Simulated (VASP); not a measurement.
Energy against volume of NiSi2 (fluorite). Computed with PBE GGA with D4 dispersion, VASP's PBE PAW potentials (set 64) (plane waves; VASP).

| V (Å³/atom) | E (eV/atom) |
|---|---|
| 12.267 | -6.22034 |
| 12.659 | -6.23923 |
| 13.050 | -6.24412 |
| 13.442 | -6.23704 |
| 13.833 | -6.22008 |

Fit a third-order Birch-Murnaghan equation of state.

- volume per atom: 13.00 Å³/atom
- bulk modulus: 164 GPa
- pressure derivative of the bulk modulus: 4.75
- lattice constant a: 5.384 Å

Measured: a 5.406 Å (computed value off by -0.4 %), as given by Wikipedia, Nickel silicide. The calculation is for a static lattice, while the measured a holds thermal and zero-point effects, which are part of the difference.

The compound is NiSi2 in the fluorite structure. It was relaxed first. The run is not spin-polarised, so no magnetic state was tried.
